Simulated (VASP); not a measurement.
Here is a VASP 6.6.1 calculation.

The input INCAR:

```
PREC = Accurate
ENCUT = 520
EDIFF = 1E-6
ISMEAR = 0
SIGMA = 0.02
LREAL = False
LASPH = True
NELM = 100
ALGO = Fast
ISIF = 2
LWAVE = False
LCHARG = False
NBANDS = 18
```

Contents of KPOINTS:

```
Automatic mesh
0
Gamma
  12 12 12
```

File POSCAR:

```
SnC2
1.0
   -1.9707566055      1.9707566055      3.2330745128
    1.9707566055     -1.9707566055      3.2330745128
    1.9707566055      1.9707566055     -3.2330745128
Sn C
1 2
Direct
    0.0000000000      0.0000000000      0.0000000000
    0.5975338897      0.5975338897      0.0000000000
    0.4024661103      0.4024661103      0.0000000000
```

Potentials or basis: VASP PAW LDA potentials, release 64 (Sn_d, C).

Command:

```bash
$ cat potpaw_LDA.64/Sn_d/POTCAR potpaw_LDA.64/C/POTCAR > POTCAR
$ mpirun -np 1 vasp_std > vasp.out
```

Q: What does it give for the band gap on the k mesh?

A: 0.23 eV, indirect (least direct gap 1.01 eV).

Q: What does it give for the largest force?

A: 0.093 eV/Å.

Q: Estimate the pressure.

A: 0.2 GPa.

Stress tensor (GPa, compression positive):
```
0.06 0.00 0.00
0.00 0.06 0.00
0.00 0.00 0.41
```

Caveat: spin-orbit coupling is left out, which moves the levels of the heavy elements. A k mesh can miss the band edges.
